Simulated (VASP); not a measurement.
# Shielding tensors and field gradients of C (Diamond)

What are the shielding tensors of C (Diamond)? The cell has space group Fd-3m. The start is a cell from a database of measured crystal structures.

Method: PBE; plane waves and PAW (C), in the first sound run; inputs show where later runs differ, in VASP 6.6.1.

Report form: the programs' logs are mostly left out.

### 1. Starting point

The structure is cubic, space group Fd-3m (No. 227). Conventional cell: a = 3.567 Å, b = 3.567 Å, c = 3.567 Å, α = 90.00°, β = 90.00°, γ = 90.00°. Nearest to C lie 4 C at 1.54 Å.

### 2. Ground state

The next steps need an insulator, so the gap is checked first.

Input file INCAR:

```
SYSTEM = C
PREC = Accurate
ENCUT = 520
EDIFF = 1E-07
NELM = 100
ISMEAR = 0
SIGMA = 0.01
LREAL = .FALSE.
ALGO = Normal
GGA = PE
NBANDS = 10
LORBIT = 11
LWAVE = .FALSE.
LCHARG = .FALSE.
KPAR = 2
```

Input file POSCAR:

```
C
1.0
    0.0000000000      1.7833700000      1.7833700000
    1.7833700000      0.0000000000      1.7833700000
    1.7833700000      1.7833700000      0.0000000000
C
2
Direct
    0.7500000000      0.7500000000      0.7500000000
    0.5000000000      0.5000000000      0.5000000000
```

Input file KPOINTS:

```
Automatic mesh
0
Gamma
9 9 9
0 0 0
```

The projector-augmented-wave data sets are C (PBE family, release 64).

On the command line:

```
$ mpirun -np 2 vasp_std
```

Wall time 1.4 s (2 MPI ranks of Intel Xeon 6975P-C (Granite Rapids), shared host); peak memory 0.21 GiB.

The gap is read on the k-mesh alone, so it is an upper bound where the band edges lie off the mesh.

This step gave:

| Property | Result |
| --- | --- |
| free energy (TOTEN) | -18.18 eV |
| Fermi energy | 9.800 eV |
| pressure | 2.459 GPa |
| gap on the k-mesh | 4.153 eV |
| least direct gap on the k-mesh | 5.590 eV |

The cell has a gap of 4.15 eV on this mesh and a pressure of +2.5 GPa, which holds the misfit of the given cell and coordinates with this functional, and any error of cutoff, mesh and data sets.

### 3. Shielding tensors

This step: chemical shifts by linear response (GIPAW), PBE; plane waves and PAW (C) (VASP 6.6.1).

LCHIMAG computes the induced currents by linear response. It needs tightly converged orbitals and a cutoff well above the default; LEFG adds the field gradients at no cost.

Input file INCAR:

```
SYSTEM = C
PREC = Accurate
ENCUT = 560
EDIFF = 1E-09
NELM = 100
ISMEAR = 0
SIGMA = 0.01
LREAL = .FALSE.
ALGO = Normal
GGA = PE
NBANDS = 10
LWAVE = .FALSE.
LCHARG = .FALSE.
KPAR = 2
LCHIMAG = .TRUE.
LEFG = .TRUE.
DQ = 0.001
ICHIBARE = 1
LNMR_SYM_RED = .TRUE.
```

POSCAR is that of step 2.

Input file KPOINTS:

```
Automatic mesh
0
Gamma
10 10 10
0 0 0
```

On the command line:

```
$ mpirun -np 2 vasp_std
```

Run time: 36 s. Hardware: 2 MPI ranks; peak memory 0.27 GiB; 70 s of CPU time.

Numbers from this step:

| Quantity | Value |
| --- | --- |
| free energy (TOTEN) | -18.19 eV |
| Fermi energy | 9.805 eV |
| pressure | 2.110 GPa |
| gap on the k-mesh | 4.170 eV |

Valence and core; the G = 0 term is that of a spherical sample. NMR shielding, by row:

```csv
atom,isotropic shielding (ppm),span (ppm),skew,isotropic shielding without the G = 0 term (ppm)
C1,135.5,0,-,122.7
C2,135.5,0,-,122.7
```

Ordered as |Vzz| ≥ |Vxx| ≥ |Vyy|, the program's way. Electric field gradients, by row:

```csv
atom,Vxx (V/Å²),Vyy (V/Å²),Vzz (V/Å²),asymmetry
C1,0,0,0,-
C2,0,0,0,-
```

### 4. Another functional, PAW release LDA 64

This step: chemical shifts by linear response (GIPAW), LDA; plane waves and PAW (C) (VASP 6.6.1).

The functional is changed, to see how much the shieldings depend on it.

INCAR, as its differences from that of step 3:

```diff
@@ -9,3 +9,3 @@
 ALGO = Normal
-GGA = PE
+GGA = CA
 NBANDS = 10
```

POSCAR is that of step 3.

KPOINTS is that of step 3.

PAW data sets: C (LDA family, release 64).

On the command line:

```
$ mpirun -np 2 vasp_std
```

It took 36 s on 2 MPI ranks; peak memory 0.26 GiB; 69 s of CPU time.

This step gave:

```yaml
free_energy_toten: -20.24 eV
fermi_energy: 9.923 eV
pressure: -12.03 GPa
gap_on_the_k_mesh: 4.134 eV
least_direct_gap_on_the_k_mesh: 5.543 eV
```

Valence and core; the G = 0 term is that of a spherical sample. NMR shielding, by row:

```csv
atom,isotropic shielding (ppm),span (ppm),skew,isotropic shielding without the G = 0 term (ppm)
C1,133.9,0,-,121.1
C2,133.9,0,-,121.1
```

Ordered as |Vzz| ≥ |Vxx| ≥ |Vyy|, the program's way. Electric field gradients, by row:

```csv
atom,Vxx (V/Å²),Vyy (V/Å²),Vzz (V/Å²),asymmetry
C1,0,0,0,-
C2,0,0,0,-
```

Against the first shielding run the largest change is -1.7 ppm, on C1.

### 5. Summary

This step: chemical shifts by linear response (GIPAW), PBE, LDA; plane waves and PAW (VASP 6.6.1).

This step runs nothing: it gathers the runs above.

Isotropic shieldings. Cost is wall time times ranks on a shared host. Shieldings by setting:

```csv
run,ENCUT (eV),k mesh,"C1, Wyckoff letter a (ppm)",cost (core minutes)
first shielding run,560,10x10x10,135.5,1.2
another functional,560,10x10x10,133.9,1.2
```

### 6. Summary of results

| Item | Value |
| --- | --- |
| C, isotropic shielding | 135.5 ppm |

At PBE, in the first shielding run, the isotropic shieldings are C 135.5 ppm. In the first shielding run all tensors are isotropic to 0.5 ppm, as the cubic site symmetry asks. In the undistorted cell the field gradients vanish by symmetry; what its table shows is numerical noise. Against the first shielding run, the one with another functional moves the shieldings by at most 1.7 ppm. Shifts were not obtained, since a shift is the shielding of a reference compound, computed alike, less these values. The G = 0 term is the part set by the sample's shape, taken here for a sphere. No finer mesh was run, so convergence in it isn't shown. VASP's guide advises LASPH and NLSPLINE for shieldings, which this input doesn't set; the effect wasn't tested. The cell has space group Fd-3m.

[Lines on the potential files, build, host, timing and source positions are cut from VASP's logs without a mark.]

[Logs are printed without paths, hosts, clocks, repeated set-up lines and the standing remarks that a program may print on its own settings, such as how far it seeks lower states.]

[Hosts, paths, dates, database ids (printed as entryN), source tags and the programs' standing remarks are cut or masked in the printed files.]
